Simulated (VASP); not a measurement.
```
CdSe
1.0
    0.00000     3.16127     3.03969
    3.03969     0.00000     3.03969
    3.03969     3.16127     0.00000
Cd Se
1 1
Direct
  0.00000   0.00000   0.00000
  0.25000   0.25000   0.25000
```

These are PBEsol GGA, VASP's PBE PAW potentials (set 64) (plane waves; VASP) values and carry that method's errors. Run with 480 eV cut-off, 8×8×8 Γ-centred mesh, Gaussian smearing of 0.050 eV, potentials Cd Se.

Question: Give the stress tensor in GPa (positive for a compressed cell).

Answer: 
```
-1.32   0.00   0.00
 0.00  -2.13   0.00
 0.00   0.00  -1.32
```
The pressure is its mean diagonal, -1.59 GPa.

The compound is CdSe in the zinc blende structure, whereas wurtzite is the usual form. This cell was strained or had an atom moved on purpose.
